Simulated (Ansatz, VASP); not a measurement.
**Two plane-wave programs on NaY3S3**

```
Na Y S
1.0
     5.63199    0.00000    0.00000
     0.00000    5.63199    0.00000
     0.00000    0.00000    5.63199
Na Y S
1 3 3
Direct
  0.50000 0.50000 0.50000
  0.50000 0.50000 0.00000
  0.00000 0.50000 0.50000
  0.50000 0.00000 0.50000
  0.50000 0.00000 0.00000
  0.00000 0.50000 0.00000
  0.00000 0.00000 0.50000
```

Change from the starting cell: species swapped into the Ce3GaBr3 type (Pm-3m, No. 221).

Alike in both runs: functional PBE; k mesh 8 × 8 × 8; occupations gaussian, width 0.1 eV; no spin polarisation.

Ansatz relaxed the structure, and its values are those at the end. VASP's run is a single point on that final structure, the one shown.

|  | VASP | Ansatz |
| --- | --- | --- |
| version | VASP 6.6.1 | Ansatz 0.2.0 |
| potentials or method | VASP PAW PBE potentials, release 64 (Na_pv, Y_sv, S) | scalar-relativistic, plane waves, PAW |
| plane-wave cutoff (eV) | 520 | 420 |
| valence electrons in the cell | 58 | 60 |

```tsv
	VASP	Ansatz	Ansatz less VASP
gap on the k mesh at the Fermi level (eV)	none	none	-
pressure (GPa)	-0.1	0.0	+0.04
```

A gap of «none» marks a metal or a gap that the smearing closes. The two sets of potentials don't hold the same shells in valence.
